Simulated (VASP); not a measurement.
## HoBi (space group Fm-3m): computed properties

The numbers are results of r2SCAN+rVV10, VASP's PBE PAW potentials (set 64) (plane waves; VASP), not measurements.

For HoBi, the space group is Fm-3m (225), the cell comes out as a = b = c = 6.247 Å, α = β = γ = 90.00° and the volume per atom is 30.48 Å³/atom. The band gap (over mesh and band path) is none (metal, semimetal or under 0.01 eV) and the density is 10.19 g/cm³.

```
BiHo
1.0
    0.00000     3.12373     3.12373
    3.12373     0.00000     3.12373
    3.12373     3.12373     0.00000
Ho Bi
1 1
Direct
  0.00000   0.00000   0.00000
  0.50000   0.50000   0.50000
```

The 4f electrons are frozen in the core of the lanthanide potential, so 4f levels, which can set the real gap, and their magnetism are missing. Unless said otherwise, spin-orbit coupling is left out, though it shifts the bands of the heavy elements here.

The structure comes from a measured HoBi entry (Fm-3m) of the Crystallography Open Database, whose conditions weren't checked. It was relaxed first. Symmetry was kept, so distortions that lower it aren't found.
